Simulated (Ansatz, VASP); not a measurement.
# Cross-check of Sn between VASP and Ansatz, part 2 of 3

One calculation is typed for both programs; each brings its own data sets. How far apart do they land? The cell is taken from a series of runs on this material, whose earlier steps may have relaxed, scaled, displaced or heated it; both programs get it as it stands.

VASP 6.6.1 and Ansatz 0.2.0.

So far: The structure; Ansatz: zone-centre phonons, LDA.

## (3) VASP: zone-centre phonons, LDA

Level of this step: LDA; plane waves and PAW (Sn_d) (VASP).

The same cell, functional (in two slightly different forms), mesh and smearing now go to VASP, with its own data sets.

Lines of VASP's logs that name or quote its potential files are left out, and so is its time.

INCAR reads:

```
SYSTEM = Sn
PREC = Accurate
ENCUT = 500
EDIFF = 1E-08
NELM = 120
ISMEAR = 0
SIGMA = 0.015
LREAL = .FALSE.
ALGO = Normal
GGA = CA
NBANDS = 20
LORBIT = 11
LWAVE = .FALSE.
LCHARG = .FALSE.
ISIF = 2
ISYM = 2
IBRION = 8
LASPH = .TRUE.
GGA_COMPAT = .FALSE.
KPAR = 2
```

POSCAR reads:

```
Sn
1.0
    0.0155465398      3.2528761728      3.2191762392
    3.2528761728      0.0155465398      3.2191762392
    3.2684227126      3.2684227126      0.0000000000
Sn
2
Direct
    0.5007197284      0.5007197284      0.4991566915
    0.7492802716      0.7492802716      0.7508433085
```

KPOINTS reads:

```
Points of the shifted mesh
1728
Reciprocal
 0.0416666667  0.0416666667  0.0416666667 1
 0.0416666667  0.0416666667  0.1250000000 1
 0.0416666667  0.0416666667  0.2083333333 1
 0.0416666667  0.0416666667  0.2916666667 1
 0.0416666667  0.0416666667  0.3750000000 1
 0.0416666667  0.0416666667  0.4583333333 1
 0.0416666667  0.0416666667  0.5416666667 1
 0.0416666667  0.0416666667  0.6250000000 1
 0.0416666667  0.0416666667  0.7083333333 1
 0.0416666667  0.0416666667  0.7916666667 1
 0.0416666667  0.0416666667  0.8750000000 1
 0.0416666667  0.0416666667  0.9583333333 1
 0.0416666667  0.1250000000  0.0416666667 1
 0.0416666667  0.1250000000  0.1250000000 1
 0.0416666667  0.1250000000  0.2083333333 1
 0.0416666667  0.1250000000  0.2916666667 1
 0.0416666667  0.1250000000  0.3750000000 1
 0.0416666667  0.1250000000  0.4583333333 1
 0.0416666667  0.1250000000  0.5416666667 1
 0.0416666667  0.1250000000  0.6250000000 1
 0.0416666667  0.1250000000  0.7083333333 1
 0.0416666667  0.1250000000  0.7916666667 1
 0.0416666667  0.1250000000  0.8750000000 1
 0.0416666667  0.1250000000  0.9583333333 1
 0.0416666667  0.2083333333  0.0416666667 1
 0.0416666667  0.2083333333  0.1250000000 1
 0.0416666667  0.2083333333  0.2083333333 1
 0.0416666667  0.2083333333  0.2916666667 1
 0.0416666667  0.2083333333  0.3750000000 1
 0.0416666667  0.2083333333  0.4583333333 1
 0.0416666667  0.2083333333  0.5416666667 1
 0.0416666667  0.2083333333  0.6250000000 1
 0.0416666667  0.2083333333  0.7083333333 1
 0.0416666667  0.2083333333  0.7916666667 1
 0.0416666667  0.2083333333  0.8750000000 1
 0.0416666667  0.2083333333  0.9583333333 1
 0.0416666667  0.2916666667  0.0416666667 1
 0.0416666667  0.2916666667  0.1250000000 1
 0.0416666667  0.2916666667  0.2083333333 1
 0.0416666667  0.2916666667  0.2916666667 1
 0.0416666667  0.2916666667  0.3750000000 1
 0.0416666667  0.2916666667  0.4583333333 1
 0.0416666667  0.2916666667  0.5416666667 1
 0.0416666667  0.2916666667  0.6250000000 1
 0.0416666667  0.2916666667  0.7083333333 1
 0.0416666667  0.2916666667  0.7916666667 1
 0.0416666667  0.2916666667  0.8750000000 1
 0.0416666667  0.2916666667  0.9583333333 1
 0.0416666667  0.3750000000  0.0416666667 1
 0.0416666667  0.3750000000  0.1250000000 1
 0.0416666667  0.3750000000  0.2083333333 1
 0.0416666667  0.3750000000  0.2916666667 1
 0.0416666667  0.3750000000  0.3750000000 1
 0.0416666667  0.3750000000  0.4583333333 1
 0.0416666667  0.3750000000  0.5416666667 1
 0.0416666667  0.3750000000  0.6250000000 1
 0.0416666667  0.3750000000  0.7083333333 1
 0.0416666667  0.3750000000  0.7916666667 1
 0.0416666667  0.3750000000  0.8750000000 1
 0.0416666667  0.3750000000  0.9583333333 1
 0.0416666667  0.4583333333  0.0416666667 1
 0.0416666667  0.4583333333  0.1250000000 1
 0.0416666667  0.4583333333  0.2083333333 1
 0.0416666667  0.4583333333  0.2916666667 1
 0.0416666667  0.4583333333  0.3750000000 1
 0.0416666667  0.4583333333  0.4583333333 1
 0.0416666667  0.4583333333  0.5416666667 1
 0.0416666667  0.4583333333  0.6250000000 1
 0.0416666667  0.4583333333  0.7083333333 1
 0.0416666667  0.4583333333  0.7916666667 1
 0.0416666667  0.4583333333  0.8750000000 1
 0.0416666667  0.4583333333  0.9583333333 1
 0.0416666667  0.5416666667  0.0416666667 1
 0.0416666667  0.5416666667  0.1250000000 1
 0.0416666667  0.5416666667  0.2083333333 1
 0.0416666667  0.5416666667  0.2916666667 1
 0.0416666667  0.5416666667  0.3750000000 1
 0.0416666667  0.5416666667  0.4583333333 1
 0.0416666667  0.5416666667  0.5416666667 1
 0.0416666667  0.5416666667  0.6250000000 1
 0.0416666667  0.5416666667  0.7083333333 1
 0.0416666667  0.5416666667  0.7916666667 1
 0.0416666667  0.5416666667  0.8750000000 1
 0.0416666667  0.5416666667  0.9583333333 1
 0.0416666667  0.6250000000  0.0416666667 1
 0.0416666667  0.6250000000  0.1250000000 1
 0.0416666667  0.6250000000  0.2083333333 1
 0.0416666667  0.6250000000  0.2916666667 1
 0.0416666667  0.6250000000  0.3750000000 1
 0.0416666667  0.6250000000  0.4583333333 1
 0.0416666667  0.6250000000  0.5416666667 1
 0.0416666667  0.6250000000  0.6250000000 1
 0.0416666667  0.6250000000  0.7083333333 1
 0.0416666667  0.6250000000  0.7916666667 1
 0.0416666667  0.6250000000  0.8750000000 1
 0.0416666667  0.6250000000  0.9583333333 1
 0.0416666667  0.7083333333  0.0416666667 1
 0.0416666667  0.7083333333  0.1250000000 1
 0.0416666667  0.7083333333  0.2083333333 1
 0.0416666667  0.7083333333  0.2916666667 1
 0.0416666667  0.7083333333  0.3750000000 1
 0.0416666667  0.7083333333  0.4583333333 1
 0.0416666667  0.7083333333  0.5416666667 1
 0.0416666667  0.7083333333  0.6250000000 1
 0.0416666667  0.7083333333  0.7083333333 1
 0.0416666667  0.7083333333  0.7916666667 1
 0.0416666667  0.7083333333  0.8750000000 1
 0.0416666667  0.7083333333  0.9583333333 1
 0.0416666667  0.7916666667  0.0416666667 1
 0.0416666667  0.7916666667  0.1250000000 1
 0.0416666667  0.7916666667  0.2083333333 1
 0.0416666667  0.7916666667  0.2916666667 1
[... 1390 lines left out ...]
 0.8750000000  0.4583333333  0.1250000000 1
 0.8750000000  0.4583333333  0.2083333333 1
 0.8750000000  0.4583333333  0.2916666667 1
 0.8750000000  0.4583333333  0.3750000000 1
 0.8750000000  0.4583333333  0.4583333333 1
 0.8750000000  0.4583333333  0.5416666667 1
 0.8750000000  0.4583333333  0.6250000000 1
 0.8750000000  0.4583333333  0.7083333333 1
 0.8750000000  0.4583333333  0.7916666667 1
 0.8750000000  0.4583333333  0.8750000000 1
 0.8750000000  0.4583333333  0.9583333333 1
 0.8750000000  0.5416666667  0.0416666667 1
 0.8750000000  0.5416666667  0.1250000000 1
 0.8750000000  0.5416666667  0.2083333333 1
 0.8750000000  0.5416666667  0.2916666667 1
 0.8750000000  0.5416666667  0.3750000000 1
 0.8750000000  0.5416666667  0.4583333333 1
 0.8750000000  0.5416666667  0.5416666667 1
 0.8750000000  0.5416666667  0.6250000000 1
 0.8750000000  0.5416666667  0.7083333333 1
 0.8750000000  0.5416666667  0.7916666667 1
 0.8750000000  0.5416666667  0.8750000000 1
 0.8750000000  0.5416666667  0.9583333333 1
 0.8750000000  0.6250000000  0.0416666667 1
 0.8750000000  0.6250000000  0.1250000000 1
 0.8750000000  0.6250000000  0.2083333333 1
 0.8750000000  0.6250000000  0.2916666667 1
 0.8750000000  0.6250000000  0.3750000000 1
 0.8750000000  0.6250000000  0.4583333333 1
 0.8750000000  0.6250000000  0.5416666667 1
 0.8750000000  0.6250000000  0.6250000000 1
 0.8750000000  0.6250000000  0.7083333333 1
 0.8750000000  0.6250000000  0.7916666667 1
 0.8750000000  0.6250000000  0.8750000000 1
 0.8750000000  0.6250000000  0.9583333333 1
 0.8750000000  0.7083333333  0.0416666667 1
 0.8750000000  0.7083333333  0.1250000000 1
 0.8750000000  0.7083333333  0.2083333333 1
 0.8750000000  0.7083333333  0.2916666667 1
 0.8750000000  0.7083333333  0.3750000000 1
 0.8750000000  0.7083333333  0.4583333333 1
 0.8750000000  0.7083333333  0.5416666667 1
 0.8750000000  0.7083333333  0.6250000000 1
 0.8750000000  0.7083333333  0.7083333333 1
 0.8750000000  0.7083333333  0.7916666667 1
 0.8750000000  0.7083333333  0.8750000000 1
 0.8750000000  0.7083333333  0.9583333333 1
 0.8750000000  0.7916666667  0.0416666667 1
 0.8750000000  0.7916666667  0.1250000000 1
 0.8750000000  0.7916666667  0.2083333333 1
 0.8750000000  0.7916666667  0.2916666667 1
 0.8750000000  0.7916666667  0.3750000000 1
 0.8750000000  0.7916666667  0.4583333333 1
 0.8750000000  0.7916666667  0.5416666667 1
 0.8750000000  0.7916666667  0.6250000000 1
 0.8750000000  0.7916666667  0.7083333333 1
 0.8750000000  0.7916666667  0.7916666667 1
 0.8750000000  0.7916666667  0.8750000000 1
 0.8750000000  0.7916666667  0.9583333333 1
 0.8750000000  0.8750000000  0.0416666667 1
 0.8750000000  0.8750000000  0.1250000000 1
 0.8750000000  0.8750000000  0.2083333333 1
 0.8750000000  0.8750000000  0.2916666667 1
 0.8750000000  0.8750000000  0.3750000000 1
 0.8750000000  0.8750000000  0.4583333333 1
 0.8750000000  0.8750000000  0.5416666667 1
 0.8750000000  0.8750000000  0.6250000000 1
 0.8750000000  0.8750000000  0.7083333333 1
 0.8750000000  0.8750000000  0.7916666667 1
 0.8750000000  0.8750000000  0.8750000000 1
 0.8750000000  0.8750000000  0.9583333333 1
 0.8750000000  0.9583333333  0.0416666667 1
 0.8750000000  0.9583333333  0.1250000000 1
 0.8750000000  0.9583333333  0.2083333333 1
 0.8750000000  0.9583333333  0.2916666667 1
 0.8750000000  0.9583333333  0.3750000000 1
 0.8750000000  0.9583333333  0.4583333333 1
 0.8750000000  0.9583333333  0.5416666667 1
 0.8750000000  0.9583333333  0.6250000000 1
 0.8750000000  0.9583333333  0.7083333333 1
 0.8750000000  0.9583333333  0.7916666667 1
 0.8750000000  0.9583333333  0.8750000000 1
 0.8750000000  0.9583333333  0.9583333333 1
 0.9583333333  0.0416666667  0.0416666667 1
 0.9583333333  0.0416666667  0.1250000000 1
 0.9583333333  0.0416666667  0.2083333333 1
 0.9583333333  0.0416666667  0.2916666667 1
 0.9583333333  0.0416666667  0.3750000000 1
 0.9583333333  0.0416666667  0.4583333333 1
 0.9583333333  0.0416666667  0.5416666667 1
 0.9583333333  0.0416666667  0.6250000000 1
 0.9583333333  0.0416666667  0.7083333333 1
 0.9583333333  0.0416666667  0.7916666667 1
 0.9583333333  0.0416666667  0.8750000000 1
 0.9583333333  0.0416666667  0.9583333333 1
 0.9583333333  0.1250000000  0.0416666667 1
 0.9583333333  0.1250000000  0.1250000000 1
 0.9583333333  0.1250000000  0.2083333333 1
 0.9583333333  0.1250000000  0.2916666667 1
 0.9583333333  0.1250000000  0.3750000000 1
 0.9583333333  0.1250000000  0.4583333333 1
 0.9583333333  0.1250000000  0.5416666667 1
 0.9583333333  0.1250000000  0.6250000000 1
 0.9583333333  0.1250000000  0.7083333333 1
 0.9583333333  0.1250000000  0.7916666667 1
 0.9583333333  0.1250000000  0.8750000000 1
 0.9583333333  0.1250000000  0.9583333333 1
 0.9583333333  0.2083333333  0.0416666667 1
 0.9583333333  0.2083333333  0.1250000000 1
 0.9583333333  0.2083333333  0.2083333333 1
 0.9583333333  0.2083333333  0.2916666667 1
 0.9583333333  0.2083333333  0.3750000000 1
 0.9583333333  0.2083333333  0.4583333333 1
 0.9583333333  0.2083333333  0.5416666667 1
 0.9583333333  0.2083333333  0.6250000000 1
 0.9583333333  0.2083333333  0.7083333333 1
 0.9583333333  0.2083333333  0.7916666667 1
 0.9583333333  0.2083333333  0.8750000000 1
 0.9583333333  0.2083333333  0.9583333333 1
 0.9583333333  0.2916666667  0.0416666667 1
 0.9583333333  0.2916666667  0.1250000000 1
 0.9583333333  0.2916666667  0.2083333333 1
 0.9583333333  0.2916666667  0.2916666667 1
 0.9583333333  0.2916666667  0.3750000000 1
 0.9583333333  0.2916666667  0.4583333333 1
 0.9583333333  0.2916666667  0.5416666667 1
 0.9583333333  0.2916666667  0.6250000000 1
 0.9583333333  0.2916666667  0.7083333333 1
 0.9583333333  0.2916666667  0.7916666667 1
 0.9583333333  0.2916666667  0.8750000000 1
 0.9583333333  0.2916666667  0.9583333333 1
 0.9583333333  0.3750000000  0.0416666667 1
 0.9583333333  0.3750000000  0.1250000000 1
 0.9583333333  0.3750000000  0.2083333333 1
 0.9583333333  0.3750000000  0.2916666667 1
 0.9583333333  0.3750000000  0.3750000000 1
 0.9583333333  0.3750000000  0.4583333333 1
 0.9583333333  0.3750000000  0.5416666667 1
 0.9583333333  0.3750000000  0.6250000000 1
 0.9583333333  0.3750000000  0.7083333333 1
 0.9583333333  0.3750000000  0.7916666667 1
 0.9583333333  0.3750000000  0.8750000000 1
 0.9583333333  0.3750000000  0.9583333333 1
 0.9583333333  0.4583333333  0.0416666667 1
 0.9583333333  0.4583333333  0.1250000000 1
 0.9583333333  0.4583333333  0.2083333333 1
 0.9583333333  0.4583333333  0.2916666667 1
 0.9583333333  0.4583333333  0.3750000000 1
 0.9583333333  0.4583333333  0.4583333333 1
 0.9583333333  0.4583333333  0.5416666667 1
 0.9583333333  0.4583333333  0.6250000000 1
 0.9583333333  0.4583333333  0.7083333333 1
 0.9583333333  0.4583333333  0.7916666667 1
 0.9583333333  0.4583333333  0.8750000000 1
 0.9583333333  0.4583333333  0.9583333333 1
 0.9583333333  0.5416666667  0.0416666667 1
 0.9583333333  0.5416666667  0.1250000000 1
 0.9583333333  0.5416666667  0.2083333333 1
 0.9583333333  0.5416666667  0.2916666667 1
 0.9583333333  0.5416666667  0.3750000000 1
 0.9583333333  0.5416666667  0.4583333333 1
 0.9583333333  0.5416666667  0.5416666667 1
 0.9583333333  0.5416666667  0.6250000000 1
 0.9583333333  0.5416666667  0.7083333333 1
 0.9583333333  0.5416666667  0.7916666667 1
 0.9583333333  0.5416666667  0.8750000000 1
 0.9583333333  0.5416666667  0.9583333333 1
 0.9583333333  0.6250000000  0.0416666667 1
 0.9583333333  0.6250000000  0.1250000000 1
 0.9583333333  0.6250000000  0.2083333333 1
 0.9583333333  0.6250000000  0.2916666667 1
 0.9583333333  0.6250000000  0.3750000000 1
 0.9583333333  0.6250000000  0.4583333333 1
 0.9583333333  0.6250000000  0.5416666667 1
 0.9583333333  0.6250000000  0.6250000000 1
 0.9583333333  0.6250000000  0.7083333333 1
 0.9583333333  0.6250000000  0.7916666667 1
 0.9583333333  0.6250000000  0.8750000000 1
 0.9583333333  0.6250000000  0.9583333333 1
 0.9583333333  0.7083333333  0.0416666667 1
 0.9583333333  0.7083333333  0.1250000000 1
 0.9583333333  0.7083333333  0.2083333333 1
 0.9583333333  0.7083333333  0.2916666667 1
 0.9583333333  0.7083333333  0.3750000000 1
 0.9583333333  0.7083333333  0.4583333333 1
 0.9583333333  0.7083333333  0.5416666667 1
 0.9583333333  0.7083333333  0.6250000000 1
 0.9583333333  0.7083333333  0.7083333333 1
 0.9583333333  0.7083333333  0.7916666667 1
 0.9583333333  0.7083333333  0.8750000000 1
 0.9583333333  0.7083333333  0.9583333333 1
 0.9583333333  0.7916666667  0.0416666667 1
 0.9583333333  0.7916666667  0.1250000000 1
 0.9583333333  0.7916666667  0.2083333333 1
 0.9583333333  0.7916666667  0.2916666667 1
 0.9583333333  0.7916666667  0.3750000000 1
 0.9583333333  0.7916666667  0.4583333333 1
 0.9583333333  0.7916666667  0.5416666667 1
 0.9583333333  0.7916666667  0.6250000000 1
 0.9583333333  0.7916666667  0.7083333333 1
 0.9583333333  0.7916666667  0.7916666667 1
 0.9583333333  0.7916666667  0.8750000000 1
 0.9583333333  0.7916666667  0.9583333333 1
 0.9583333333  0.8750000000  0.0416666667 1
 0.9583333333  0.8750000000  0.1250000000 1
 0.9583333333  0.8750000000  0.2083333333 1
 0.9583333333  0.8750000000  0.2916666667 1
 0.9583333333  0.8750000000  0.3750000000 1
 0.9583333333  0.8750000000  0.4583333333 1
 0.9583333333  0.8750000000  0.5416666667 1
 0.9583333333  0.8750000000  0.6250000000 1
 0.9583333333  0.8750000000  0.7083333333 1
 0.9583333333  0.8750000000  0.7916666667 1
 0.9583333333  0.8750000000  0.8750000000 1
 0.9583333333  0.8750000000  0.9583333333 1
 0.9583333333  0.9583333333  0.0416666667 1
 0.9583333333  0.9583333333  0.1250000000 1
 0.9583333333  0.9583333333  0.2083333333 1
 0.9583333333  0.9583333333  0.2916666667 1
 0.9583333333  0.9583333333  0.3750000000 1
 0.9583333333  0.9583333333  0.4583333333 1
 0.9583333333  0.9583333333  0.5416666667 1
 0.9583333333  0.9583333333  0.6250000000 1
 0.9583333333  0.9583333333  0.7083333333 1
 0.9583333333  0.9583333333  0.7916666667 1
 0.9583333333  0.9583333333  0.8750000000 1
 0.9583333333  0.9583333333  0.9583333333 1
```

PAW data sets: Sn_d (LDA family, release 64).

Run with:

```console
$ mpirun -np 2 vasp_std
```

Log:

```text
[banner, memory and clock lines left out]
running    2 mpi-ranks, on    1 nodes
 distrk:  each k-point on    1 cores,    2 groups
 distr:  one band on    1 cores,    1 groups

 POSCAR found type information on POSCAR Sn
 POSCAR found :  1 types and       2 ions
 LDA part: xc-table for (Slater(with rela. corr.)+CA(PZ))
 , standard interpolation
 POSCAR, INCAR and KPOINTS ok, starting setup
 FFT: planning ... GRIDC
 FFT: planning ... GRID_SOFT
 FFT: planning ... GRID
 WAVECAR not read
 entering main loop
       N       E                     dE             d eps       ncg     rms          rms(c)
DAV:   1     0.222826614606E+03    0.22283E+03   -0.14775E+04 69628   0.200E+03
DAV:   2     0.148400623163E+02   -0.20799E+03   -0.20416E+03 69352   0.442E+02
DAV:   3    -0.828960129425E+01   -0.23130E+02   -0.22987E+02 79128   0.143E+02
DAV:   4    -0.904309725070E+01   -0.75350E+00   -0.75307E+00 78316   0.293E+01
DAV:   5    -0.906928339468E+01   -0.26186E-01   -0.26186E-01 94516   0.536E+00    0.332E+00
DAV:   6    -0.898342790256E+01    0.85855E-01   -0.42880E-02 87880   0.228E+00    0.186E+00
DAV:   7    -0.894103514431E+01    0.42393E-01   -0.62302E-02 71660   0.225E+00    0.147E-01
DAV:   8    -0.894160455927E+01   -0.56941E-03   -0.53852E-03 79804   0.827E-01    0.537E-02
DAV:   9    -0.894168935967E+01   -0.84800E-04   -0.17585E-04 90412   0.996E-02    0.141E-02
DAV:  10    -0.894169009733E+01   -0.73766E-06   -0.14336E-05 92980   0.451E-02    0.412E-03
DAV:  11    -0.894169046929E+01   -0.37196E-06   -0.11184E-06 75692   0.728E-03    0.155E-03
DAV:  12    -0.894169046537E+01    0.39213E-08   -0.56276E-08 75576   0.204E-03
   1 F= -.89416905E+01 E0= -.89416801E+01  d E =-.206852E-04
 Linear response reoptimize wavefunctions to high precision
DAV:   1    -0.894169046705E+01   -0.16798E-08   -0.71556E-09 70260   0.764E-04
DAV:   2    -0.894169046712E+01   -0.68212E-10   -0.60043E-10 45056   0.249E-04
 Linear response DOF=           2
 Linear response progress:
  Degree of freedom:   1/  2
       N       E                     dE             d eps       ncg     rms          rms(c)
RMM:   1    -0.216489037330E+00   -0.21649E+00    0.59715E-01 86734   0.103E+01
RMM:   2    -0.223344408100E+00   -0.68554E-02   -0.20298E-02121108   0.119E+00    0.698E-02
RMM:   3    -0.223498489840E+00   -0.15408E-03   -0.16722E-03127209   0.330E-01    0.323E-02
RMM:   4    -0.223394016744E+00    0.10447E-03   -0.11976E-04126599   0.100E-01    0.106E-02
RMM:   5    -0.223386575366E+00    0.74414E-05   -0.15842E-05130145   0.328E-02    0.398E-03
RMM:   6    -0.223389810098E+00   -0.32347E-05   -0.12293E-06128527   0.957E-03    0.163E-03
RMM:   7    -0.223390515262E+00   -0.70516E-06   -0.25000E-07128131   0.342E-03    0.433E-04
RMM:   8    -0.223388277660E+00    0.22376E-05   -0.35609E-08131107   0.125E-03    0.245E-04
RMM:   9    -0.223387382088E+00    0.89557E-06   -0.93039E-08132128   0.487E-04    0.369E-05
RMM:  10    -0.223387525583E+00   -0.14350E-06   -0.87564E-08137211   0.212E-04    0.270E-05
RMM:  11    -0.223387425779E+00    0.99804E-07    0.61864E-08133029   0.113E-04    0.625E-06
RMM:  12    -0.223387438686E+00   -0.12907E-07    0.38217E-08141461   0.681E-05    0.417E-06
RMM:  13    -0.223387432014E+00    0.66721E-08    0.49658E-08140798   0.491E-05    0.203E-06
 first order change of Fermi-energy   0.14301E+01
 force on displaced ion       1 direction 1 :  -7.890   0.120  -0.223
 Linear response progress:
  Degree of freedom:   2/  2
       N       E                     dE             d eps       ncg     rms          rms(c)
RMM:   1    -0.216399295376E+00   -0.21640E+00    0.60931E-01 86716   0.103E+01
RMM:   2    -0.223254178442E+00   -0.68549E-02   -0.20253E-02121078   0.119E+00    0.699E-02
RMM:   3    -0.223425313494E+00   -0.17114E-03   -0.16710E-03127171   0.330E-01    0.324E-02
RMM:   4    -0.223334945418E+00    0.90368E-04   -0.11870E-04127034   0.997E-02    0.108E-02
RMM:   5    -0.223330302543E+00    0.46429E-05   -0.15912E-05130079   0.328E-02    0.390E-03
RMM:   6    -0.223332916142E+00   -0.26136E-05   -0.13524E-06128340   0.965E-03    0.172E-03
RMM:   7    -0.223333177646E+00   -0.26150E-06   -0.20546E-07128387   0.347E-03    0.391E-04
RMM:   8    -0.223330996524E+00    0.21811E-05   -0.82847E-09131220   0.127E-03    0.246E-04
RMM:   9    -0.223329882804E+00    0.11137E-05    0.91522E-09131690   0.504E-04    0.381E-05
RMM:  10    -0.223330114478E+00   -0.23167E-06    0.44909E-09136693   0.220E-04    0.307E-05
RMM:  11    -0.223330014784E+00    0.99693E-07    0.12910E-08133097   0.116E-04    0.704E-06
RMM:  12    -0.223330012410E+00    0.23741E-08    0.78819E-09141029   0.697E-05    0.509E-06
 first order change of Fermi-energy   0.59997E+00
 force on displaced ion       1 direction 3 :  -0.201  -0.201  -7.519
 Linear response finished
```

(Continued in part 3 of 3.)

[Lines on the potential files, build, host, timing and source positions are cut from VASP's logs without a mark.]

[Logs are printed without paths, hosts, clocks, repeated set-up lines and the standing remarks that a program may print on its own settings, such as how far it seeks lower states.]

[Hosts, paths, dates, database ids (printed as entryN), source tags and the programs' standing remarks are cut or masked in the printed files.]
